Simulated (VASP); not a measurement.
Calculation: PBE GGA + U (Dudarev), VASP's PBE PAW potentials (set 64) (plane waves; VASP 6.6.1).

A VASP calculation is set up with these files.

**INCAR**
```
SYSTEM=FePt
PREC=Accurate; ENCUT=400; LREAL=.False.
LASPH=.True.
EDIFF=1E-6; NELM=100; ALGO=Normal
LMAXMIX=6
ISMEAR=1; SIGMA=0.1
GGA=PE
MAGMOM=3.0 0.0
ISPIN=2
LDAUL=2 -1
LDAUU=1.0 0
LDAUJ=0 0
LDAU=.True.; LDAUTYPE=2; LDAUPRINT=1
ISIF=2
LWAVE=.False.; LCHARG=.False.; LORBIT=10
```

### KPOINTS
```
Automatic mesh
0
Gamma
12 12 9
0 0 0
```

POSCAR:
```
FePt
1
    2.7744000000     0.0000000000     0.0000000000
    0.0000000000     2.7744000000     0.0000000000
    0.0000000000     0.0000000000     3.7842000000
Fe Pt
1 1
Direct
  0.0000000000   0.0000000000   0.0000000000
  0.5000000000   0.5000000000   0.5000000000
```

POTCAR, in this order: Fe Pt (PBE.64 set). Program: vasp_std.

What will the output report for the number of irreducible k-points (NKPTS), number of bands (NBANDS), largest plane-wave count, number of space-group operations, FFT grid (NGX, NGY, NGZ)?

```yaml
number of irreducible k-points (NKPTS): 140
number of bands (NBANDS): 15
largest_plane_wave_count: 548
number_of_space_group_operations: 16
FFT grid (NGX, NGY, NGZ): 18 × 18 × 28
```

The compound is FePt in the L1_0 structure. The cell was not relaxed at this level. The run is one of a series of settings (LDAU = .TRUE., LDAUJ = 0 0, LDAUL = 2 -1, LDAUTYPE = 2, LDAUU = 1.0 0 against the base run), some of them coarse on purpose.
